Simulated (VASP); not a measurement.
Data:

```xyz
2
Lattice="0.0000 2.2266 2.2266 2.2266 0.0000 2.2266 2.2266 2.2266 0.0000" Properties=species:S:1:pos:R:3 pbc="T T T"
Al     0.0000     0.0000     0.0000
N      1.1133     1.1133     1.1133
```

Computed with r2SCAN meta-GGA, VASP's PBE PAW potentials (set 64) (plane waves; VASP). Numerical set-up: 520 eV cut-off, 10×10×10 Γ-centred mesh, Gaussian smearing of 0.050 eV, potentials Al N.

### Question
The job: AlN (zinc blende), 2 atoms, r2SCAN, static run, 520 eV, 10×10×10 Γ-centred mesh. Roughly how much core time does it take on a busy server core?

### Answer
About 40 core-seconds (one run on a shared machine, a rough figure). It had 47 irreducible k-points, 8 bands, up to 610 plane waves and 25 electronic steps.

The compound is AlN in the zinc blende structure, a metastable form; wurtzite is the usual one. This cell is one point of a volume scan, at 1.06 of the reference volume.
